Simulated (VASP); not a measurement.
OSZICAR of a VASP run on F:

### OSZICAR
```
       N       E                     dE             d eps       ncg     rms           ort
SDA:   1    -0.388525600171E+00   -0.38853E+00    0.00000E+00     8   0.972E-04   0.000E+00
CGA:   2    -0.388530923686E+00   -0.53235E-05   -0.53239E-05     8   0.120E-06   0.894E-08
CGA:   3    -0.388530950970E+00   -0.27284E-07   -0.27705E-07     8   0.435E-07  -0.263E-08
   1 F= -.38853095E+00 E0= -.38467440E+00  d E =-.771311E-02  mag=     1.0000
```

Problem. Which electronic solver shows in the log?

Solution. It is steepest descent (the opening step of the all-band solvers) and then all-band conjugate gradients (ALGO = All or Conjugate). The INCAR had ALGO = All.

Problem. How was spin treated?

Solution. Collinear spin (ISPIN = 2): the summary line carries one mag value, 1.00 μB in the cell.

Problem. Can the final energy be trusted as converged?

Solution. Self-consistency was reached. It stopped with EDIFF = 1E-6, NELM = 200 (LDA (Ceperley-Alder, Perdew-Zunger), plane waves, VASP's LDA PAW potentials (set 64)). The atom may not be in its lowest state.

The cell is a free atom in a box. The total moment is imposed (NUPDOWN), so this need not be the lowest spin state.
